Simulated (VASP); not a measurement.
Given:

```
GaAs
1.0
    0.00000     2.80667     2.80667
    2.80667     0.00000     2.80667
    2.80667     2.80667     0.00000
Ga As
1 1
Direct
  0.00000   0.00000   0.00000
  0.25000   0.25000   0.25000
```

All values below come from AM05 GGA, VASP's PBE PAW potentials (set 64) (plane waves; VASP). Numerical set-up: 520 eV cut-off, 8×8×8 Γ-centred mesh, Gaussian smearing of 0.050 eV, potentials Ga_d As.

Question: Estimate the energy per atom (σ→0), pressure, band gap (on the k-mesh) with the smallest direct gap where there is one.

Answer: 
```yaml
band gap (on the k-mesh): 0.68 eV
smallest direct gap (on the k-mesh): 0.68 eV
energy per atom (σ→0): -4.294 eV/atom
pressure: 21.9 kbar
```

The compound is GaAs in the zinc blende structure. This cell is one point of a volume scan, at 0.97 of the reference volume.
